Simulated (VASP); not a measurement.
Consider the following.

```
CdLiNaS2
1.0
    4.04128     0.00000     0.00000
   -2.02064     3.49985     0.00000
    0.00000     0.00000     6.77500
Na Li Cd S
1 1 1 2
Direct
  0.33333   0.66667   0.97445
  0.66667   0.33333   0.66490
  0.00000   0.00000   0.37917
  0.66667   0.33333   0.23778
  0.00000   0.00000   0.74370
```

Method: LDA (Ceperley-Alder, Perdew-Zunger) with spin-orbit coupling, VASP's LDA PAW potentials (set 64) (plane waves; VASP 6.6.1). Run with 520 eV cut-off, 6×6×3 Γ-centred mesh, Gaussian smearing of 0.050 eV, potentials Na_pv Li_sv Cd S.

Task: Give the energies of bands 25 to 38 at the high-symmetry points, in eV from the valence-band maximum.

Result: 
| band | Γ | M | K | A | L | H |
|---|---|---|---|---|---|---|
| 25 | -0.71 | -2.38 | -3.21 | -1.50 | -2.65 | -2.98 |
| 26 | -0.71 | -2.38 | -3.16 | -1.50 | -2.65 | -2.92 |
| 27 | -0.66 | -2.17 | -1.76 | -0.56 | -1.60 | -2.20 |
| 28 | -0.66 | -2.17 | -1.75 | -0.56 | -1.60 | -2.17 |
| 29 | -0.07 | -1.73 | -1.66 | -0.51 | -1.53 | -1.95 |
| 30 | -0.07 | -1.73 | -1.66 | -0.51 | -1.53 | -1.91 |
| 31 | -0.01 | -1.26 | -1.57 | -0.22 | -0.88 | -1.04 |
| 32 | -0.01 | -1.26 | -1.57 | -0.22 | -0.88 | -1.02 |
| 33 | 0.00 | -0.59 | -1.52 | -0.17 | -0.78 | -0.81 |
| 34 | 0.00 | -0.59 | -1.52 | -0.17 | -0.78 | -0.79 |
| 35 | 1.62 | 3.48 | 4.30 | 2.63 | 3.36 | 4.21 |
| 36 | 1.62 | 3.48 | 4.37 | 2.63 | 3.36 | 4.21 |
| 37 | 4.54 | 4.51 | 5.04 | 5.08 | 3.74 | 4.79 |
| 38 | 4.54 | 4.51 | 5.07 | 5.08 | 3.74 | 4.84 |

The gap is direct, 1.62 eV, from the valence maximum at Γ to the conduction minimum at Γ.

The structure comes from a computed database's NaLiCdS2 entry (P3m1); how it stands against other phases isn't given here. It was relaxed first, which changed the volume by -9 %.
